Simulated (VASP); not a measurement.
Tb (hcp): the bulk modulus from VASP (plane waves, PAW) at several levels of theory. Static lattice, third-order Birch-Murnaghan fit over five volumes. The 4f electrons are frozen in the core of the lanthanide potential, so 4f levels, which can set the real gap, and their magnetism are missing. The measured value holds thermal and zero-point effects that the static calculation lacks.

| level | bulk modulus (GPa) | error against measurement |
|---|---|---|
| PBE | 38.9 | +0.6 % |
| PBEsol | 40.1 | +3.5 % |
| RPBE | 34.8 | -10.1 % |
| AM05 | 38.9 | +0.5 % |
| PBE-D3(BJ) | 39.5 | +2.0 % |
| optB88-vdW | 40.5 | +4.7 % |
| rev-vdW-DF2 | 40.1 | +3.6 % |
| SCAN | 38.7 | +0.0 % |

Measured: 38.7 GPa (as given by Wikipedia, Terbium (infobox)).

The cell of the PBE run:

Space group P6₃/mmc (No. 194); a = 3.6257 Å, b = 3.6257 Å, c = 5.6895 Å, α = 90.00°, β = 90.00°, γ = 120.00°

| atom | site | symmetry | x | y | z |
|---|---|---|---|---|---|
| Tb | 2c | -6m2 | 0.3333 | 0.6667 | 0.2500 |

Only levels that ran to the end are used. Left out are those held back, those with too coarse a band path, GW runs whose mesh misses a band edge, hybrids' fits of cells that aren't cubic and levels without matching references; a question may draw on a part of the rest.

The compound is Tb in the hcp structure.
